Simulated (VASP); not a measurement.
Data:

```yaml
crystal:
  lattice:
    - [3.32883, 0.00000, 0.00000]
    - [-1.66441, 2.88285, 0.00000]
    - [0.00000, 0.00000, 22.02771]
  atoms:
    - { symbol: Ta, position: [0.00000, 0.00000, 0.50000] }
    - { symbol: S, position: [0.33333, 0.66667, 0.56964] }
    - { symbol: S, position: [0.66667, 0.33333, 0.43036] }
```

The numbers are results of PBEsol GGA, VASP's PBE PAW potentials (set 64) (plane waves; VASP 6.6.1), not measurements. Run with 400 eV cut-off, Gaussian smearing of 0.050 eV, potentials Ta_pv S.

The cell holds a wide vacuum, so values per volume refer to the whole cell. Unless said otherwise, spin-orbit coupling is left out, though it shifts the bands of the heavy elements here.

Predict the band gap (along the path) with the smallest direct gap where there is one.

```
Quantity                                                     Result
-------------------------  ----------------------------------------
band gap (along the path)  none (metal, semimetal or under 0.01 eV)
```

Only differences to runs with the same potentials and settings are physical.

The cell is a sheet with vacuum, built from a generated structure.
